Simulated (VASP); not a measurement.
Input for VASP

KPOINTS:
```
Automatic mesh
0
Gamma
6 6 3
0 0 0
```

**POSCAR**
```
CdS
1.0
  2.0819734374  -3.6060835989   0.0000000000
  2.0819734374   3.6060835989   0.0000000000
  0.0000000000   0.0000000000   6.7652899718
Cd S
2 2
Cartesian
  2.0819734374  -1.2020302704   3.3826993754
  2.0819734374   1.2020302704   0.0000543895
  2.0819734374  -1.2020302704   5.9331049157
  2.0819734374   1.2020302704   2.5504599298
```

**INCAR**
```
ALGO = Normal
EDIFF = 1E-6
EDIFFG = -0.02
ENCUT = 520
GGA = PE
IBRION = 2
ISIF = 3
ISMEAR = 0
IVDW = 11
LASPH = .TRUE.
LCHARG = .FALSE.
LMAXMIX = 4
LREAL = .FALSE.
LWAVE = .FALSE.
NELM = 100
NSW = 60
PREC = Accurate
SIGMA = 0.05
SYSTEM = CdS
```

POTCAR, in this order: Cd S (PBE.64 set). Program: vasp_std.

Problem. Translate this PBE-D3 (zero damping) calculation to Quantum ESPRESSO's pw.x.

Solution. One equivalent input (not run):
```
&CONTROL
  calculation = 'vc-relax'
  pseudo_dir = './pseudo'
  outdir = './out'
  tprnfor = .true.
  tstress = .true.
  nstep = 60
  forc_conv_thr = 0.00078
/
&SYSTEM
  ibrav = 0
  nat = 4
  ntyp = 2
  ecutwfc = 102
  occupations = 'smearing'
  smearing = 'gaussian'
  degauss = 0.003675
  input_dft = 'pbe'
  vdw_corr = 'grimme-d3'
  dftd3_version = 3
  dftd3_threebody = .false.
/
&ELECTRONS
  conv_thr = 7.3e-08
  electron_maxstep = 100
/
&IONS
/
&CELL
/
ATOMIC_SPECIES
  Cd 112.414 Cd.upf
  S 32.060 S.upf
CELL_PARAMETERS angstrom
     2.0819734   -3.6060836    0.0000000
     2.0819734    3.6060836    0.0000000
     0.0000000    0.0000000    6.7652900
ATOMIC_POSITIONS crystal
  Cd   0.6666670  0.3333330  0.5000080
  Cd   0.3333330  0.6666670  0.0000080
  S    0.6666670  0.3333330  0.8769920
  S    0.3333330  0.6666670  0.3769920
K_POINTS automatic
  6 6 3 0 0 0
```
The two are equivalent in intent, not identical: the potentials are each code's own (VASP's PAW set, PseudoDojo norm-conserving files in pw.x), so ENCUT and ecutwfc are chosen apart and not converted; conv_thr bounds pw.x's estimated SCF error, while EDIFF bounds the energy change between steps; forc_conv_thr acts on force components and is met together with etot_conv_thr.

The compound is CdS in the wurtzite structure. This run relaxes it. Symmetry was kept, so distortions that lower it aren't found. The start is the result of an earlier pass.
